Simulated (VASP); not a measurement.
Shape and ions are relaxed at each volume.

MgH2 is taken in the tetragonal space group P4₂/mnm (No. 136), the rutile structure, Pearson symbol tP6. Conventional cell: a = b = 4.4961 Å, c = 3.0055 Å, α = β = γ = 90.00°. Mg on 2a is surrounded by 6 H at 1.934–1.951 Å (octahedral). H on 4f sees 3 Mg at 1.934–1.951 Å (trigonal planar). (Neighbours: up to the widest gap in distance over summed covalent radii, below 1.35, at either atom; cation-cation and far metal-metal contacts left out.)

Computed with optB86b-vdW, VASP's PBE PAW potentials (set 64) (plane waves; VASP 6.6.1). Numerical set-up: 520 eV cut-off, 5×5×7 Γ-centred mesh, Gaussian smearing of 0.050 eV, potentials Mg H.

Give the energy at these volumes per atom, relative to the lowest: 9.47, 9.77, 10.07, 10.38, 10.68 Å³.

7.3, 2.0, 0.0, 0.9, 4.3 meV/atom. A third-order Birch-Murnaghan fit gives B0 = 50.0 GPa and B0′ = 3.5.

The compound is MgH2 in the rutile structure. It was relaxed first.
